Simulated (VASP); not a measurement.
All values below come from AM05 GGA, VASP's PBE PAW potentials (set 64) (plane waves; VASP).

A VASP calculation is set up with these files.

**INCAR**
```
SYSTEM = CoSi2
PREC = Accurate; ENCUT = 520; LREAL = F
LASPH = T
EDIFF = 1E-7; NELM = 100; ALGO = Normal
LMAXMIX = 4
ISMEAR = 1; SIGMA = 0.1
GGA = AM
ISIF = 2
LWAVE = F; LCHARG = F
```

File KPOINTS:
```
Automatic mesh
0
Gamma
10 10 10
0 0 0
```

POSCAR:
```
CoSi2
1
    0.0000000000     2.6779451297     2.6779451297
    2.6779451297     0.0000000000     2.6779451297
    2.6779451297     2.6779451297     0.0000000000
Co Si
1 2
Direct
  0.0000000000   0.0000000000   0.0000000000
  0.2500000000   0.2500000000   0.2500000000
  0.7500000000   0.7500000000   0.7500000000
```

POTCAR, in this order: Co Si (PBE.64 set). Program: vasp_std.

The run wrote:

File OUTCAR:
```
 ion  position               nearest neighbor table
   1  0.000  0.000  0.000-   3 2.32   3 2.32   3 2.32   2 2.32   3 2.32   2 2.32   2 2.32   2 2.32
  LATTYP: Found a face centered cubic cell.
 ALAT       =     5.3558902594
 Subroutine PRICEL returns:
 Original cell was already a primitive cell.
 Subroutine GETGRP returns: Found 48 space group operations
The static configuration has the point symmetry O_h .
The dynamic configuration has the point symmetry O_h .
 Subroutine INISYM returns: Found 48 space group operations
 Subroutine IBZKPT returns following result:
 Found     47 irreducible k-points:

 Following reciprocal coordinates:
            Coordinates               Weight
  0.000000  0.000000  0.000000      1.000000
  0.100000  0.000000  0.000000      8.000000
  0.200000  0.000000  0.000000      8.000000
  0.300000  0.000000  0.000000      8.000000
  0.400000  0.000000  0.000000      8.000000
  0.500000  0.000000  0.000000      4.000000
  0.100000  0.100000  0.000000      6.000000
  0.200000  0.100000  0.000000     24.000000
  0.300000  0.100000  0.000000     24.000000
  0.400000  0.100000  0.000000     24.000000
...
```

### OSZICAR
```
       N       E                     dE             d eps       ncg     rms          rms(c)
DAV:   1     0.679087552419E+02    0.67909E+02   -0.70456E+03  1136   0.135E+03
DAV:   2    -0.177955140727E+02   -0.85704E+02   -0.79731E+02  1136   0.251E+02
DAV:   3    -0.220022077955E+02   -0.42067E+01   -0.40627E+01  1456   0.645E+01
DAV:   4    -0.220987604337E+02   -0.96553E-01   -0.96397E-01  1308   0.943E+00
DAV:   5    -0.221021832210E+02   -0.34228E-02   -0.34220E-02  1568   0.182E+00    0.150E+01
DAV:   6    -0.258045115895E+02   -0.37023E+01   -0.43928E+01  1420   0.141E+02    0.182E+01
DAV:   7    -0.205426878016E+02    0.52618E+01   -0.17888E+01  1496   0.110E+02    0.366E+00
DAV:   8    -0.205563753154E+02   -0.13688E-01   -0.11099E+00  1356   0.891E+00    0.187E+00
DAV:   9    -0.205197343154E+02    0.36641E-01   -0.10834E-01  1472   0.686E+00    0.458E-01
DAV:  10    -0.205197154147E+02    0.18901E-04   -0.65847E-03  1416   0.940E-01    0.747E-02
DAV:  11    -0.205196840541E+02    0.31361E-04   -0.37900E-04  1700   0.349E-01    0.425E-02
DAV:  12    -0.205197239863E+02   -0.39932E-04   -0.76531E-05  1200   0.875E-02    0.273E-02
DAV:  13    -0.205197240036E+02   -0.17313E-07   -0.38877E-06  1460   0.181E-02    0.423E-03
DAV:  14    -0.205197243799E+02   -0.37623E-06   -0.10866E-06  1292   0.149E-02    0.332E-03
DAV:  15    -0.205197243368E+02    0.43063E-07   -0.19201E-07   972   0.969E-03
   1 F= -.20519724E+02 E0= -.20520161E+02  d E =0.131078E-02
```

**OUTCAR**
```
------------------------ aborting loop because EDIFF is reached ----------------------------------------
  FORCE on cell =-STRESS in cart. coord.  units (eV):
  Direction    XX          YY          ZZ          XY          YZ          ZX
  --------------------------------------------------------------------------------------
  Total       -1.3222519     -1.3222519     -1.3222519      0.0000000      0.0000000      0.0000000
  in kB      -55.1556199    -55.1556199    -55.1556199      0.0000000      0.0000000      0.0000000
  external PRESSURE =     -55.1556199 kB  Pullay stress =       0.0000000 kB
  volume of cell :       38.41
      direct lattice vectors                 reciprocal lattice vectors
     0.000000000  2.677945130  2.677945130    -0.186710323  0.186710323  0.186710323
     2.677945130  0.000000000  2.677945130     0.186710323 -0.186710323  0.186710323
     2.677945130  2.677945130  0.000000000     0.186710323  0.186710323 -0.186710323
 POSITION                                       TOTAL-FORCE (eV/Angst)
 -----------------------------------------------------------------------------------
      0.00000      0.00000      0.00000        -0.000000     -0.000000     -0.000000
      1.33897      1.33897      1.33897        -0.000000     -0.000000      0.000000
      4.01692      4.01692      4.01692         0.000000      0.000000     -0.000000
 -----------------------------------------------------------------------------------
    total drift:                               -0.000000     -0.000000      0.000000
  FREE ENERGIE OF THE ION-ELECTRON SYSTEM (eV)
  ---------------------------------------------------
  free  energy   TOTEN  =       -20.5197243368 eV

  energy  without entropy=      -20.5210351156  energy(sigma->0) =      -20.52016126
```
(Selected blocks of OUTCAR.)

The compound is CoSi2 in the fluorite structure. This cell is one point of a volume scan, at 1.03 of the reference volume. The run is not spin-polarised, so no magnetic state was tried. The electron count is odd and the run is not spin-polarised, which forces a metal.
